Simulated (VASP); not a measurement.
VASP ran on this input.

File POSCAR:
```
Ni3Al
1
    3.6414000000     0.0000000000     0.0000000000
    0.0000000000     3.6414000000     0.0000000000
    0.0000000000     0.0000000000     3.6414000000
Al Ni
1 3
Direct
  0.0000000000   0.0000000000   0.0000000000
  0.0000000000   0.5000000000   0.5000000000
  0.5000000000   0.0000000000   0.5000000000
  0.5000000000   0.5000000000   0.0000000000
```

### INCAR
```
LDAU = T
LDAUTYPE = 2   ! Dudarev
LREAL = F   ! projection in real space or not
ENCUT = 400   ! plane-wave cut-off (eV)
LDAUL = -1 2
ISIF = 2
LDAUPRINT = 1
SYSTEM = Ni3Al
LMAXMIX = 4
MAGMOM = 0.0 3*0.5
NELM = 100   ! most electronic steps
ALGO = Normal
LCHARG = F
ISPIN = 2
ISMEAR = 1   ! Methfessel-Paxton
EDIFF = 1E-6   ! SCF stop (eV)
SIGMA = 0.1
LDAUU = 0 8.0
GGA = PE
LDAUJ = 0 0
LORBIT = 10
LASPH = T   ! aspherical one-centre terms
PREC = Accurate
LWAVE = F
```

**KPOINTS**
```
Automatic mesh
0
Gamma
8 8 8
0 0 0
```

POTCAR, in this order: Al Ni (PBE.64 set). Program: vasp_std.

Problem. Write an equivalent input for Ansatz.

Solution. One equivalent input (not run):
Ansatz 0.2 input:
```yaml
crystal:
  lattice:
    - [3.6414000, 0.0000000, 0.0000000]
    - [0.0000000, 3.6414000, 0.0000000]
    - [0.0000000, 0.0000000, 3.6414000]
  atoms:
    - { symbol: Al, position: [0.0000000, 0.0000000, 0.0000000] }
    - { symbol: Ni, position: [0.0000000, 0.5000000, 0.5000000], spin: 0.5 }
    - { symbol: Ni, position: [0.5000000, 0.0000000, 0.5000000], spin: 0.5 }
    - { symbol: Ni, position: [0.5000000, 0.5000000, 0.0000000], spin: 0.5 }
kpoints:
  mp_grid: { grid: [8, 8, 8] }
hamiltonian:
  xc: pbe
  pseudopotentials: { kind: paw }
  hubbard:
    sites:
      - { species: Ni, l: d, u_eff: 8 }
magnetization: { spin_polarized: true }
scf:
  occupations: { method: methfessel_paxton, width: 0.1 }
  max_iter: 100
output: { forces: true, stress: true, eigenvalues: true }
```
Limits of the translation: each code has its own PAW files, so the cut-off isn't converted (ENCUT is set for VASP's; basis.ecutwfc is left out, and Ansatz then takes the one that its files recommend); Ansatz stops its SCF on the density residual and VASP on the energy change (EDIFF); the +U projectors differ, so the same U acts differently.

The compound is Ni3Al in the L1_2 structure. The cell was not relaxed at this level. The run is one of a series of settings (LDAU = .TRUE., LDAUJ = 0 0, LDAUL = -1 2, LDAUTYPE = 2, LDAUU = 0 8.0 against the base run), some of them coarse on purpose.
